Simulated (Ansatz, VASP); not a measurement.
# KI in two plane-wave programs

One calculation is typed for both programs; each brings its own data sets. How far apart do they land? The cell is taken from a series of runs on this material, whose earlier steps may have relaxed, scaled, displaced or heated it; both programs get it as it stands.

Program: Ansatz 0.2.0. Level of theory: plane waves, with VASP 6.6.1 beside it; zone-centre phonons at LDA. Results are calculated unless marked as measured.

## (1) The structure

The structure is cubic, space group Fm-3m (No. 225). The conventional cell has a = 6.817 Å, b = 6.817 Å, c = 6.817 Å, α = 90.00°, β = 90.00°, γ = 90.00°. Nearest to K lie 6 I at 3.41 Å. Nearest to I lie 6 K at 3.41 Å. Farther neighbours and most contacts between anions are not listed.

## (2) Ansatz: zone-centre phonons, LDA

Ansatz runs on its default PAW (the set named soft_2) files.

Second derivatives magnify differences that forces hide, and they need a tight electronic threshold.

File input.yaml:

```yaml
crystal:
  lattice:
    - [-3.4085249999, 0.0, 3.4085249999]
    - [0.0, 3.4085249999, 3.4085249999]
    - [-3.4085249999, 3.4085249999, 0.0]
  atoms:
    - { symbol: K, position: [0.0, 0.0, 0.0] }
    - { symbol: I, position: [0.5, 0.5, 0.5] }
kpoints:
  mp_grid: { grid: [6, 6, 6] }
hamiltonian:
  xc: lda
scf:
  occupations: { method: fixed }
output:
  eigenvalues: true
phonons:
  method: dfpt
  dielectric: true
  rigid_motions: translations
```

On the command line:

```
$ ansatz run input.yaml --threads 2 --pin off --max-ram 4096MiB --backend cpu --events-out ev --progress --plain --runs-dir out
```

Numbers of over 12 decimals in the logs are rounded to 6 here.

The log of the run:

```text
Engine: ansatz 0.2.0, x86_64-unknown-linux-gnu
Pseudopotentials: kind: paw
Pseudopotential: K, paw, valence charge 9, recommended cutoff 420 eV (normal), K.paw.azcp
Pseudopotential: I, paw, valence charge 17, recommended cutoff 420 eV (normal), I.paw.azcp
Functional definition: SPW92
  exchange = slater_x
  correlation = pw_c
Crystal: 2 atoms, lattice volume = 79.201 Å³
Basis set: ecut = 420 eV, 1471 PW (Γ), exchange–correlation on 72×72×72 points (8 copies of the dense FFT grid, shifted against one another)
Bands: 17, of which v1, the nominal top of the filled ones, is band 13 counted from 1 (12 counted from 0)
Symmetry: 48 space group operations
k-points: 30 of 216 (irreducible under 8 space group operations, time reversal used)
Non-local potential: K, projectors of the file, l = 0: 3, l = 1: 2, l = 2: 2
Non-local potential: I, projectors of the file, l = 0: 2, l = 1: 2, l = 2: 2, l = 3: 2
PAW form: soft (Blöchl's): semilocal exchange-correlation on the pseudo side does not see the compensation charge
PAW frozen core: K, regenerated for the run's functional, and the local potential with it (the file was generated under x = pbe(κ = 0.804, μ = 0.219515), c = pbe(β = 0.066725))
PAW frozen core: I, regenerated for the run's functional, and the local potential with it (the file was generated under x = pbe(κ = 0.804, μ = 0.219515), c = pbe(β = 0.066725))
PAW one-centre angular grid: K, 110 points (default); XC on 64 Gauss nodes
PAW one-centre angular grid: I, 590 points (default); XC on 64 Gauss nodes
Initial density: superposition of atomic densities (neutral atoms: chi_scale 0, normalization atom), corrected by the library's trained network
Initial wavefunctions: pseudopotential atomic-orbital guess
Functional: x = slater, c = lda
SCF iter   1: F=—  HF=-8855.099894 eV  |F-HF|=—  |Δ(HF+E_count)|=         —  Δρ=4.68e-3  dr2=8.06e-3  ethr=1.77e-3  ⟨swp⟩=5.4  Hψ=2451  notcnv=0  defer=55
preconditioner: auto → none  [insulator: Δε(μ)=3.858 eV  Ē_g=13.647 eV  n_scr=14 (ndim 8)  ℏωp=15.6 eV  f_vac=0.104  ε∞_Penn≈2.3]
SCF iter   2: F=—  HF=-8855.097371 eV  |F-HF|=—  |Δ(HF+E_count)|=   2.52e-3  Δρ=2.26e-3  dr2=1.61e-3  ethr=3.10e-5  ⟨swp⟩=2.2  Hψ=1004  notcnv=0  defer=58
SCF iter   3: F=—  HF=-8855.097222 eV  |F-HF|=—  |Δ(HF+E_count)|=   1.49e-4  Δρ=3.96e-4  dr2=1.83e-4  ethr=6.20e-6  ⟨swp⟩=3.0  Hψ=893  notcnv=0  defer=58
SCF iter   4: F=—  HF=-8855.097139 eV  |F-HF|=—  |Δ(HF+E_count)|=   8.34e-5  Δρ=7.13e-5  dr2=2.48e-6  ethr=7.03e-7  ⟨swp⟩=2.6  Hψ=951  notcnv=0  defer=58
SCF iter   5: F=—  HF=-8855.097139 eV  |F-HF|=—  |Δ(HF+E_count)|=   9.21e-8  Δρ=1.07e-5  dr2=5.60e-8  ethr=9.54e-9  ⟨swp⟩=2.4  Hψ=903  notcnv=0  defer=48
SCF iter   6: F=—  HF=-8855.097139 eV  |F-HF|=—  |Δ(HF+E_count)|=   1.23e-9  Δρ=2.53e-6  dr2=5.05e-9  ethr=2.16e-10  ⟨swp⟩=2.0  Hψ=707  notcnv=0  defer=48
SCF iter   7: F=—  HF=-8855.097139 eV  |F-HF|=—  |Δ(HF+E_count)|=   2.29e-9  Δρ=3.48e-7  dr2=1.40e-10  ethr=1.94e-11  ⟨swp⟩=2.0  Hψ=900  notcnv=0  defer=47
SCF iter   8: F=-8855.097139 eV  HF=-8855.097139 eV  |F-HF|=1.82e-12  |Δ(HF+E_count)|=  6.55e-11  Δρ=3.72e-8  dr2=1.54e-12  ethr=1.00e-12  ⟨swp⟩=10.3  Hψ=3316  notcnv=0
SCF 1 converged in 8 iterations: F = -8855.097139 eV  dr2 = 1.54e-12
  greatest PAW one-centre occupation: 1.000 electrons in one spin orbital (limit 2), on the I atom at site 1 (counted from 0), in its partial waves of l = 2
NSCF: frozen V_eff on 3 k-points
DFPT response loops at Γ: preconditioner auto → none (the input reference at scf.mixing.eps_inf says where Resta's filter doesn't serve); β = 0.50; Broyden in place of MSR1
── the response to a field inside a basis, on 6×6×6 k-points: an SCF that follows is theirs, and a resumed run solves both again ──
Bands: 14, of which v1, the nominal top of the filled ones, is band 13 counted from 1 (12 counted from 0)
k-points: 28 of 216 (irreducible under 12 space group operations)
Initial density: handed on by an earlier stage of this run
Initial wavefunctions: pseudopotential atomic-orbital guess (no wavefunctions were taken with the density)
Eigensolver: Dense (28 Hₖ)
SCF iter   1: F=—  HF=-8855.096175 eV  |F-HF|=—  |Δ(HF+E_count)|=         —  Δρ=4.79e-5  dr2=3.49e-7  ethr=1.00e-1
preconditioner: auto → none  [insulator: Δε(μ)=4.118 eV  Ē_g=12.284 eV  n_scr=14 (ndim 8)  ℏωp=15.6 eV  f_vac=0.080  ε∞_Penn≈2.6]
SCF iter   2: F=-8855.096175 eV  HF=-8855.096175 eV  |F-HF|=1.71e-8  |Δ(HF+E_count)|=   6.71e-8  Δρ=2.21e-5  dr2=8.12e-8  ethr=1.34e-9
SCF 1 converged in 2 iterations: F = -8855.096175 eV  dr2 = 8.12e-8
DFPT response loops at Γ: mixed as the last ones told, above
SCF converged after 8 iterations
Free energy (F): -8855.097139 eV
Harris-Foulkes:  -8855.097139 eV  (|F-HF|=1.82e-12)
Internal energy: -8855.097139 eV  (E = F + TS)
E sigma→0 (E₀):  -8855.097139 eV
Fermi energy:    2.902204 eV
--- Per-component energies (eV) ---
  E_band       = -504.737763
  E_kinetic    = 444.326272
  E_local      = -2710.658786  (includes V_loc(G=0)·N_el)
  E_nonlocal   = -69.610075
  E_hartree    = 1287.833074
  E_xc         = -260.721504
  E_vxc        = -292.799827  (∫ρ·V_xc dr)
  E_paw        = -5403.472560  (= ΣΔE_a)
  E_vpaw       = -451.661630  (= ΣTr[D̂ρ^β])
  E_aug_tail   = 0.000064  (compensation charges beyond the density's cutoff)
  E_ewald      = -2143.832339
  E_core_change = 1.038715  (= ΣΔE_core)
  E_smearing   = -0.000000  (= −TS)
  E_closure    = 0.000000  (closes the sum)
  Σ components = -8855.097139   (vs F -8855.097139, Δ=0.00e0)
--- Band table (eV; the first three rows and the last of 30) ---
  k-point 0: bands = [... 9 lower, -7.8930, 2.9022, 2.9022, 2.9022, 6.7720, 9.1394, 9.1394, 9.1394]
  k-point 1: bands = [... 9 lower, -7.7476, 2.3625, 2.7767, 2.7767, 7.4764, 9.0882, 9.4646, 9.4646]
  k-point 2: bands = [... 9 lower, -7.5046, 1.5719, 2.5495, 2.5495, 8.1271, 9.9630, 10.2719, 10.2719]
  k-point 29: bands = [... 9 lower, -7.6986, 1.6933, 2.4601, 2.4601, 7.4036, 8.6466, 10.9689, 11.7519]
--- Phonons (Γ-DFPT): 2 representative perturbations + reference, on 30 of 216 k-points (Σ response iterations 6) ---
  k mesh reduced under 8 symmetry operations, with k and −k counted as one. Each operation leaves every solved perturbation unchanged. A smaller set is not considered because the run solves the response to a homogeneous field
  ASR residual: 2.398e-5 → 0.000e0 eV/Å²; symmetrization residual: 1.043e-6 eV/Å²
  ASR residual per site (eV/Å²): 9.98e-6 2.40e-5
  Γ frequencies (cm⁻¹): 0.00 0.00 0.00 114.92 114.92 114.92
  ε∞ (high-frequency dielectric tensor):
        3.121904    -0.000000    -0.000000
       -0.000000     3.121904    -0.000000
       -0.000000    -0.000000     3.121904
  ε⁰ (static dielectric tensor: ions relaxed, cell fixed):
        5.045480    -0.000000    -0.000000
       -0.000000     5.045480     0.000000
       -0.000000     0.000000     5.045480
  ε⁰ − ε∞ (ionic part):
        1.923577    -0.000000    -0.000000
       -0.000000     1.923577     0.000000
       -0.000000     0.000000     1.923577
  softest optical mode at Γ: 114.92 cm⁻¹; the repairs (sum rule, projections) moved no ω² at Γ by more than (0.34 cm⁻¹)²
  Born effective charges Z* (e; rows j = field, columns β = displacement):
    site 0:
         1.10548   -0.00000   -0.00000
        -0.00000    1.10548   -0.00000
         0.00000   -0.00000    1.10548
    site 1:
        -1.10548    0.00000    0.00000
         0.00000   -1.10548    0.00000
        -0.00000    0.00000   -1.10548
  Z* charge neutrality: 2.045e-6 e pre-enforcement
  solved inside a basis spanned on kpoints, on 6×6×6 k-points, its susceptibility summed on 10×10×10: ε∞ is read to err by 6.6e-3, Z* by 1.7e-2 e (field_mesh: kpoints solves on kpoints); Z* is corrected for what the basis lacks
  optical modes at Γ without the LO–TO term, one row a degenerate level:
      ω (cm⁻¹)  modes    IR ((D/Å)²/amu)
        114.92      3             2.8298
  optical modes at Γ + LO–TO along q̂ = [1.0000, 0.0000, 0.0000]:
      ω (cm⁻¹)  modes    IR ((D/Å)²/amu)
        114.92      2             1.8866
        146.09      1             0.9433
  optical modes at Γ + LO–TO along q̂ = [0.0000, 1.0000, 0.0000]:
      ω (cm⁻¹)  modes    IR ((D/Å)²/amu)
        114.92      2             1.8866
        146.09      1             0.9433
  optical modes at Γ + LO–TO along q̂ = [0.0000, 0.0000, 1.0000]:
      ω (cm⁻¹)  modes    IR ((D/Å)²/amu)
        114.92      2             1.8866
        146.09      1             0.9433
```

In the SCF lines HF is the Harris–Foulkes energy and dr2 the Hartree energy of the density residual, in eV; the loop may stop once dr2 is under the threshold and the program's other checks hold. Hψ counts applications of the Hamiltonian.

[end of part 1 of 2]

[Lines on the potential files, build, host, timing and source positions are cut from VASP's logs without a mark.]

[Logs are printed without paths, hosts, clocks, repeated set-up lines and the standing remarks that a program may print on its own settings, such as how far it seeks lower states.]

[Hosts, paths, dates, database ids (printed as entryN), source tags and the programs' standing remarks are cut or masked in the printed files.]
